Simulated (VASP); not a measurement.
```xyz
2
Lattice="2.8800 0.0000 0.0000 0.0000 2.8800 0.0000 0.0000 0.0000 2.8800" Properties=species:S:1:pos:R:3 pbc="T T T"
Cr     0.0000     0.0000     0.0000
Cr     1.4400     1.4400     1.4400
```
Starting moments (μB, in the order of the record's atoms Cr Cr): 1.5 -1.5.

The numbers are results of optB88-vdW, VASP's PBE PAW potentials (set 64) (plane waves; VASP), not measurements. Numerical set-up: 520 eV cut-off, 11×11×11 Γ-centred mesh, first-order Methfessel-Paxton smearing of 0.10 eV, potentials Cr_pv.

Energy and stress use the plane-wave basis of the starting cell.

Q: The ions, cell shape and volume are relaxed. What does this cell relax into?

A: 
```xyz
2
Lattice="2.8475 0.0000 0.0000 0.0000 2.8475 0.0000 0.0000 0.0000 2.8475" Properties=species:S:1:pos:R:3 pbc="T T T"
Cr     0.0000     0.0000     0.0000
Cr     1.4237     1.4237     1.4237
```
Space group Im-3m (229), at a tolerance of 0.03 Å. The cell ends with 0.00 μB, on the sites 0.81 -0.81 μB.

Q: How do energy and volume change from the first to the last step?

A: The energy (σ→0) changes by -8.8 meV/atom and the volume by -3.3 %, in 3 ionic steps.

| step | E(σ→0) (eV) | max force (eV/Å) | pressure (GPa) | volume (Å³) |
|---|---|---|---|---|
| 1 | -12.7974 | 0.000 | -6.75 | 23.89 |
| 2 | -12.7898 | 0.000 | 9.54 | 22.19 |
| 3 | -12.8150 | 0.000 | -0.03 | 23.09 |

The compound is Cr in the bcc, AFM order structure. This run relaxes it. Symmetry was kept, so distortions that lower it aren't found.
